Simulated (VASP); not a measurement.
```yaml
crystal:
  lattice:
    - [0.00000, 2.80558, 2.80558]
    - [2.80558, 0.00000, 2.80558]
    - [2.80558, 2.80558, 0.00000]
  atoms:
    - { symbol: Ga, position: [0.00000, 0.00000, 0.00000] }
    - { symbol: As, position: [0.25000, 0.25000, 0.25000] }
```

These are r2SCAN meta-GGA, VASP's PBE PAW potentials (set 64) (plane waves; VASP) values and carry that method's errors. Settings: 520 eV cut-off, 8×8×8 Γ-centred mesh, Gaussian smearing of 0.050 eV, potentials Ga_d As.

**Question.** Give the stress tensor in GPa (positive for a compressed cell).

**Answer.** 
```
2.42  0.00  0.00
0.00  2.42  0.00
0.00  0.00  2.42
```
The pressure is its mean diagonal, 2.42 GPa.

The compound is GaAs in the zinc blende structure. This cell is one point of a volume scan, at 0.97 of the reference volume.
